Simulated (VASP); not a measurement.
An input for Quantum ESPRESSO's pw.x (written as the equivalent of a VASP run, and not itself run):

```
&CONTROL
  calculation = 'scf'
  pseudo_dir = './pseudo'
  outdir = './out'
  tprnfor = .true.
  tstress = .true.
/
&SYSTEM
  ibrav = 0
  nat = 6
  ntyp = 2
  ecutwfc = 70
  occupations = 'smearing'
  smearing = 'methfessel-paxton'
  degauss = 0.009996
  input_dft = 'pz'
/
&ELECTRONS
  conv_thr = 7.3e-08
  electron_maxstep = 100
/
ATOMIC_SPECIES
  Zr 91.224 Zr.upf
  Si 28.085 Si.upf
CELL_PARAMETERS angstrom
     1.8288480   -7.3835210    0.0000000
     1.8288480    7.3835210    0.0000000
     0.0000000    0.0000000    3.6475370
ATOMIC_POSITIONS crystal
  Zr   0.8940900  0.1059100  0.7500000
  Zr   0.1059100  0.8940900  0.2500000
  Si   0.4485400  0.5514600  0.2500000
  Si   0.5514600  0.4485400  0.7500000
  Si   0.2502500  0.7497500  0.7500000
  Si   0.7497500  0.2502500  0.2500000
K_POINTS automatic
  10 10 10 0 0 0
```

Question: Write the VASP files for the same calculation (LDA).

Answer: Several could match; the one computed here: 
**KPOINTS**
```
kpoints
0
Gamma
 10 10 10
```

File POSCAR:
```
ZrSi2
14.7670420
  0.1238466038  -0.5000000000   0.0000000000
  0.1238466038   0.5000000000   0.0000000000
  0.0000000000   0.0000000000   0.2470052567
Zr Si
2 4
Cartesian
  0.1238466038  -0.3940900000   0.1852539425
  0.1238466038   0.3940900000   0.0617513142
  0.1238466038   0.0514600000   0.0617513142
  0.1238466038  -0.0514600000   0.1852539425
  0.1238466038   0.2497500000   0.1852539425
  0.1238466038  -0.2497500000   0.0617513142
```

INCAR:
```
SYSTEM = ZrSi2
ISMEAR = 1
ENCUT = 300
ISIF = 2   # forces and stress, cell fixed
PREC = Accurate
LCHARG = .False.
ALGO = Normal   # blocked Davidson
SIGMA = 0.136   # width (eV)
LASPH = .True.
NELM = 100   # most electronic steps
LREAL = .False.
LWAVE = .False.
LMAXMIX = 4   # l cut-off of mixed one-centre charges
EDIFF = 1E-6   # SCF stop (eV)
```

POTCAR, in this order: Zr_sv Si (LDA.64 set). Program: vasp_std.

What does not carry over: the potentials are each code's own (VASP's PAW set, PseudoDojo norm-conserving files in pw.x), so ENCUT and ecutwfc are chosen apart and not converted; conv_thr bounds pw.x's estimated SCF error, while EDIFF bounds the energy change between steps.

The structure comes from a computed database's ZrSi2 entry, a phase known from measurement. The cell was not relaxed at this level. The run is one of a series of settings (KPOINTS 10×10×10 Γ-centred mesh against the base run), some of them coarse on purpose.
